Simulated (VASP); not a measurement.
Input of a VASP 6.6.1 run:

INCAR

```
PREC     = Accurate       # precision mode
ENCUT    = 520            # plane-wave cutoff, eV
EDIFF    = 1E-6           # SCF threshold, eV
ISMEAR   = 0              # smearing method
SIGMA    = 0.05           # smearing width, eV
LREAL    = Auto         
LASPH    = True           # aspherical terms in the spheres
NELM     = 100            # most SCF steps
ALGO     = Normal         # electronic algorithm
ISIF     = 2              # what is computed and relaxed
LWAVE    = False          # write WAVECAR
LCHARG   = False          # write CHGCAR
GGA      = PE             # functional
NBANDS   = 56             # bands
```

Contents of KPOINTS:

```
Automatic mesh
0
Gamma
  2 2 1
```

Contents of POSCAR:

```
PdC18
1.0
    7.3980000000      0.0000000000      0.0000000000
   -3.6990000000      6.4068560000      0.0000000000
    0.0000000000      0.0000000000     11.0000000000
C Pd
18 1
Direct
    0.0007221130     -0.0024311456      0.0975997273
    0.2249993370      0.1095907259      0.0966349091
    0.0012429668      0.3307500590      0.0878657273
    0.2232613014      0.4421135733      0.0878625455
    0.0019995970      0.6632306080      0.0902619091
    0.2230883528      0.7752034695      0.0868534545
    0.3350622059     -0.0037074347      0.0902646364
    0.5563770540      0.1085946055      0.0887219091
    0.3355970202      0.3315295365      0.0910446364
    0.5561933877      0.4420985894      0.0899560909
    0.3347843610      0.6635084353      0.0860833636
    0.5561786874      0.7750305298      0.0878624545
    0.6675424700     -0.0029507453      0.0878670000
    0.8882818709      0.1100098082      0.0903702727
    0.6680378996      0.3302544961      0.0898213636
    0.8896969433      0.4419145678      0.0887203636
    0.6667641486      0.6626961805      0.0910423636
    0.8887010756      0.7732923918      0.0966296364
    1.0149350070      0.9834558479      0.2863559091
```

Potentials or basis: VASP PAW PBE potentials, release 64 (C, Pd).

The run is started by

```console
$ cat potpaw_PBE.64/C/POTCAR potpaw_PBE.64/Pd/POTCAR > POTCAR
$ mpirun -np 1 vasp_std > vasp.out
```

Task: Predict the band gap on the k mesh.

Result: 0.11 eV, direct.

Task: Estimate the largest force.

Result: 0.102 eV/Å.

Forces on the atoms (eV/Å):
```
C   -0.009  0.003 -0.015
C   -0.013  0.013  0.029
C    0.010  0.009 -0.012
C   -0.019  0.002 -0.005
C    0.012 -0.012 -0.002
C   -0.007  0.005 -0.008
C    0.019  0.003 -0.003
C   -0.025  0.015 -0.003
C    0.012 -0.011  0.005
C   -0.021  0.008  0.008
C    0.002  0.000 -0.002
C   -0.014  0.018 -0.004
C    0.001 -0.014 -0.013
C   -0.020  0.010 -0.015
C    0.021 -0.006  0.002
C   -0.025  0.017 -0.005
C    0.013 -0.009  0.004
C   -0.024 -0.001  0.024
Pd   0.087 -0.051  0.016
```

Caveat: the k mesh is coarse (spacing up to 0.49 Å⁻¹), so the values aren't converged. A hybrid or GW would open this gap; PBE tends to underestimate it.
